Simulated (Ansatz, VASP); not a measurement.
# Cross-check of WF6 (WF6 (Pnma)) between VASP and Ansatz, part 3 of 3

One calculation is typed for both programs; each brings its own data sets. How far apart do they land? Of the first pair: The structure shown is the start of the Ansatz relaxation below; VASP solves that cell, so the two are compared at the walk's first step.

VASP 6.6.1 and Ansatz 0.2.0.

So far. Step 4 (Comparison): The forces differ by 110 meV/Å r.m.s., which is 67.4 % of the r.m.s. force of 0.163 eV/Å (both taken over all components).

### Step 6. VASP: single point, r2SCAN, relaxed cell, pair 2

Level of this step: r2SCAN, no spin polarisation; plane waves and PAW (W, F) (VASP).

The same cell, functional, mesh and smearing now go to VASP, with its own data sets.

Contents of INCAR:

```
SYSTEM = WF6
PREC = Accurate
ENCUT = 660
EDIFF = 1E-06
NELM = 120
ISMEAR = -1
SIGMA = 0.01
LREAL = .FALSE.
ALGO = Normal
METAGGA = R2SCAN
LASPH = .TRUE.
NBANDS = 116
LORBIT = 11
LWAVE = .FALSE.
LCHARG = .FALSE.
ISIF = 2
GGA_COMPAT = .FALSE.
EFERMI = MIDGAP
LMIXTAU = .TRUE.
KPAR = 4
```

Contents of POSCAR:

```
WF6
1.0
    9.5109482626      0.0000000000      0.0000000000
    0.0000000000      8.6731800949      0.0000000000
    0.0000000000      0.0000000000      5.0346262248
W F
4 24
Direct
    0.3720629090      0.7500000000      0.5821256087
    0.1279370910      0.2500000000      0.0821256087
    0.6279370910      0.2500000000      0.4178743913
    0.8720629090      0.7500000000      0.9178743913
    0.7385845611      0.4000780275      0.5684606645
    0.7614154389      0.5999219725      0.0684606645
    0.2614154389      0.9000780275      0.4315393355
    0.2385845611      0.0999219725      0.9315393355
    0.9853698187      0.7500000000      0.2136982695
    0.5146301813      0.2500000000      0.7136982695
    0.0146301813      0.2500000000      0.7863017305
    0.4853698187      0.7500000000      0.2863017305
    0.7586311715      0.7500000000      0.6213699647
    0.7413688285      0.2500000000      0.1213699647
    0.2413688285      0.2500000000      0.3786300353
    0.2586311715      0.7500000000      0.8786300353
    0.9831024878      0.8995153257      0.7657053029
    0.5168975122      0.1004846743      0.2657053029
    0.0168975122      0.3995153257      0.2342946971
    0.4831024878      0.6004846743      0.7342946971
    0.0168975122      0.1004846743      0.2342946971
    0.4831024878      0.8995153257      0.7342946971
    0.9831024878      0.6004846743      0.7657053029
    0.5168975122      0.3995153257      0.2657053029
    0.7614154389      0.9000780275      0.0684606645
    0.7385845611      0.0999219725      0.5684606645
    0.2385845611      0.4000780275      0.9315393355
    0.2614154389      0.5999219725      0.4315393355
```

Contents of KPOINTS:

```
Automatic mesh
0
Gamma
3 3 6
0 0 0
```

Potentials, in the order of the species: W and F (PBE family, release 64).

Run with:

```console
> mpirun -np 4 vasp_std
```

Numbers of over 12 decimals in the logs are rounded to 6 here.

The log of the run:

```text
[banner, memory and clock lines left out]
running    4 mpi-ranks, on    1 nodes
[...]
[... a notice as in an earlier step ...]

 [... a notice as in an earlier step ...]

 LDA part: xc-table for (None), standard interpolation
 POSCAR, INCAR and KPOINTS ok, starting setup
[...]
entering main loop
       N       E                     dE             d eps       ncg     rms          rms(c)
DAV:   1     0.148280215108E+04    0.14828E+04   -0.12439E+05  3744   0.192E+03
DAV:   2    -0.330484107556E+03   -0.18133E+04   -0.17701E+04  4620   0.455E+02
DAV:   3    -0.451145218315E+03   -0.12066E+03   -0.11996E+03  4144   0.120E+02
DAV:   4    -0.452713842960E+03   -0.15686E+01   -0.15653E+01  4184   0.159E+01
[...]
DAV:  23    -0.358443138219E+03   -0.32808E-04   -0.59881E-06  3880   0.126E-02    0.420E-03
DAV:  24    -0.358443139515E+03   -0.12958E-05   -0.98148E-07  2352   0.515E-03    0.111E-03
DAV:  25    -0.358443139259E+03    0.25667E-06   -0.10192E-07  2284   0.168E-03
   1 F= -.35844314E+03 E0= -.35844314E+03  d E =0.000000E+00
```

From OUTCAR (step 6):

```text
  Total        1.4539223      1.4554761      1.4560965      0.0000000     -0.0000000      0.0000000
  in kB        5.6089603      5.6149545      5.6173479      0.0000000     -0.0000000      0.0000000
  external PRESSURE =       5.6137542 kB  Pullay stress =       0.0000000 kB

 POSITION                                       TOTAL-FORCE (eV/Angst)
 -----------------------------------------------------------------------------------
      3.53867      6.50489      2.93078        -0.001800     -0.000000      0.004509
      1.21680      2.16830      0.41347         0.001800     -0.000000      0.004509
      5.97228      2.16830      2.10384         0.001800      0.000000     -0.004509
      8.29415      6.50489      4.62115        -0.001800     -0.000000     -0.004509
      7.02464      3.46995      2.86199         0.121528      0.151047      0.088939
      7.24178      5.20323      0.34467        -0.121528     -0.151047      0.088939
      2.48631      7.80654      2.17264        -0.121528      0.151047     -0.088939
      2.26917      0.86664      4.68995         0.121528     -0.151047     -0.088939
      9.37180      6.50489      1.07589         0.123153      0.000000      0.172479
      4.89462      2.16830      3.59320        -0.123153      0.000000      0.172479
      0.13915      2.16830      3.95874        -0.123153     -0.000000     -0.172479
      4.61633      6.50489      1.44142         0.123153     -0.000000     -0.172479
      7.21530      6.50489      3.12837        -0.122237     -0.000000     -0.170337
      7.05112      2.16830      0.61105         0.122237     -0.000000     -0.170337
[...]
-----------------------------------------------------------------------------------
    total drift:                               -0.000000      0.000000      0.000000

  FREE ENERGIE OF THE ION-ELECTRON SYSTEM (eV)
  ---------------------------------------------------
  free  energy   TOTEN  =      -358.4431392586 eV

  energy  without entropy=     -358.4431392586  energy(sigma->0) =     -358.44313926

[... 1 part as in an earlier step ...]

[... 2 further parts left out ...]
[key lines of the parts left out:]
E-fermi :  -2.2100
```

The run ends at a pressure of 0.56 GPa, with forces up to 0.21 eV/Å.

### Step 7. Side by side

What differs besides the data sets and the points named for the pairs above, as far as they apply: the data sets hold 224 valence electrons in Ansatz (on its default PAW (the set named soft_2) files) and 192 in VASP; the cutoff is 500 eV in Ansatz and 660 eV in VASP; Ansatz's pressure holds a Pulay correction, VASP's none. Total energies have different zeros and are not compared.

Both answers:

```csv
quantity,Ansatz,VASP,difference
pressure (GPa),0.00,0.56,-0.56
gap on the k mesh (eV),5.636,5.467,+0.169
```

Forces on 10 of the 28 atoms, those with the largest forces and the largest differences (eV/Å; atoms numbered as in POSCAR):

```csv
atom,"Ansatz x, y, z","VASP x, y, z"
F5,"0.003, 0.003, 0.003","0.122, 0.151, 0.089"
F6,"-0.003, -0.003, 0.003","-0.122, -0.151, 0.089"
F7,"-0.003, 0.003, -0.003","-0.122, 0.151, -0.089"
F8,"0.003, -0.003, -0.003","0.122, -0.151, -0.089"
F13,"0.001, 0.000, -0.001","-0.122, 0.000, -0.170"
F14,"-0.001, 0.000, -0.001","0.122, 0.000, -0.170"
F15,"-0.001, 0.000, 0.001","0.122, 0.000, 0.170"
F25,"-0.003, 0.003, 0.003","-0.122, 0.151, 0.089"
F26,"0.003, -0.003, 0.003","0.122, -0.151, 0.089"
F27,"0.003, 0.003, -0.003","0.122, 0.151, -0.089"
```

The forces differ by 111 meV/Å r.m.s., where the r.m.s. force is 0.002 eV/Å in Ansatz and 0.113 eV/Å in VASP: the atoms lie near their places of rest in Ansatz, so a percentage would say little (all taken over all components). A gap on the mesh is an upper bound, since the band edges may lie between its points; neither run holds spin-orbit coupling, which can move the band edges of a compound of W.

### Step 8. Outcome

| Quantity | Value |
| --- | --- |
| r.m.s. force difference (single point, r2SCAN, start cell, pair 1) | 110 meV/Å |
| r.m.s. force difference (single point, r2SCAN, relaxed cell, pair 2) | 111 meV/Å |
| difference in gap on the k mesh (single point, r2SCAN, relaxed cell, pair 2) | 0.17 eV |
| difference in pressure (single point, r2SCAN, relaxed cell, pair 2) | -0.56 GPa |

In words: The r.m.s. force difference is 111 meV/Å (single point, r2SCAN, relaxed cell, pair 2), beyond the 12 meV/Å picked in this series as the mark of a large difference. The data sets hold unlike numbers of valence electrons (224 in Ansatz and 192 in VASP), so part of the differences comes from the potentials. What causes the difference of the single point, r2SCAN, start cell, pair 1 pair stays open here. By the marks of this series, far apart in the single point, r2SCAN, relaxed cell, pair 2 pair: the r.m.s. force difference, 111 meV/Å and the difference in gap on the k mesh, 0.17 eV. What causes the difference of the single point, r2SCAN, relaxed cell, pair 2 pair stays open here. Such differences can come from data sets, numerical settings and the points named under the comparisons, not from the functional's error against experiment.

[Lines on the potential files, build, host, timing and source positions are cut from VASP's logs without a mark.]

[Logs are printed without paths, hosts, clocks, repeated set-up lines and the standing remarks that a program may print on its own settings, such as how far it seeks lower states.]

[Hosts, paths, dates, database ids (printed as entryN), source tags and the programs' standing remarks are cut or masked in the printed files.]
